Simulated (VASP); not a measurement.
The system is Al3Ga5As8.

```
CELL_PARAMETERS angstrom
-5.67112 5.67112 0.00000
-5.67112 0.00000 5.67112
0.00010 5.67121 5.67121
ATOMIC_POSITIONS crystal
Al 0.00000 0.00000 0.99954
Al 0.50046 0.00000 0.99954
Al 0.00000 0.50046 0.99954
Ga 0.99987 0.99987 0.50039
Ga 0.50014 0.50014 0.99959
Ga 0.50000 0.99970 0.50030
Ga 0.99970 0.50000 0.50030
Ga 0.50000 0.50000 0.50030
As 0.87498 0.87498 0.37506
As 0.37498 0.87498 0.37506
As 0.87498 0.37498 0.37506
As 0.87496 0.87496 0.87513
As 0.37499 0.37499 0.37502
As 0.37497 0.87502 0.87505
As 0.87502 0.37497 0.87505
As 0.37497 0.37497 0.87505
```

The cell was built by a generator and needn't be a form met in nature.

Base run:

| Item | Value |
| --- | --- |
| Program | VASP 6.6.1 |
| Functional | PBEsol |
| Potentials or basis | VASP PAW PBE potentials, release 64 (Al, Ga_d, As) |
| Cutoff | 520 eV |
| k mesh | 6 × 6 × 5 |
| Occupations | gaussian, width 0.03 eV |
| Spin | no spin polarisation |

Its results: band gap on the k mesh 0.73 eV, direct.

Q: The run is repeated on the same cell with these changes: functional from PBEsol to TB-mBJ. What comes out?

A: Band gap on the k mesh 1.72 eV, direct.
